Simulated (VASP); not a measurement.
Input:

```yaml
crystal:
  lattice:
    - [4.21810, 0.00000, 0.00000]
    - [0.00000, 4.21810, 0.00000]
    - [0.00000, 0.00000, 4.21810]
  atoms:
    - { symbol: Ba, position: [0.00000, 0.00000, 0.00000] }
    - { symbol: Zr, position: [0.50000, 0.50000, 0.50000] }
    - { symbol: O, position: [0.50000, 0.00000, 0.50000] }
    - { symbol: O, position: [0.00000, 0.50000, 0.50000] }
    - { symbol: O, position: [0.50000, 0.50000, 0.00000] }
```

Calculation: revTPSS meta-GGA, VASP's PBE PAW potentials (set 64) (plane waves; VASP). Run with 520 eV cut-off, 6×6×6 Γ-centred mesh, tetrahedra with Blöchl corrections, potentials Ba_sv Zr_sv O.

Unless said otherwise, spin-orbit coupling is left out, though it shifts the bands of the heavy elements here.

### Question
Give the energies of bands 12 to 23 at the high-symmetry points, in eV from the valence-band maximum.

### Answer

```
band      Γ      X      M      R
----  -----  -----  -----  -----
12    -1.54  -3.64  -3.79  -3.68
13    -1.54  -1.95  -3.69  -3.68
14    -1.54  -1.95  -3.68  -3.56
15    -0.99  -1.83  -2.41  -2.59
16    -0.99  -1.75  -2.41  -2.59
17    -0.99  -1.75  -0.96  -2.59
18    -0.25  -1.70  -0.96   0.00
19    -0.25  -0.49  -0.87   0.00
20    -0.25  -0.49  -0.07   0.00
21     3.21   3.65   5.69   6.00
22     3.21   5.72   5.69   6.00
23     3.21   5.72   6.45   6.00
```

The gap is indirect, 3.21 eV, from the valence maximum at R to the conduction minimum at Γ.

The compound is BaZrO3 in the cubic perovskite structure. It was relaxed first.
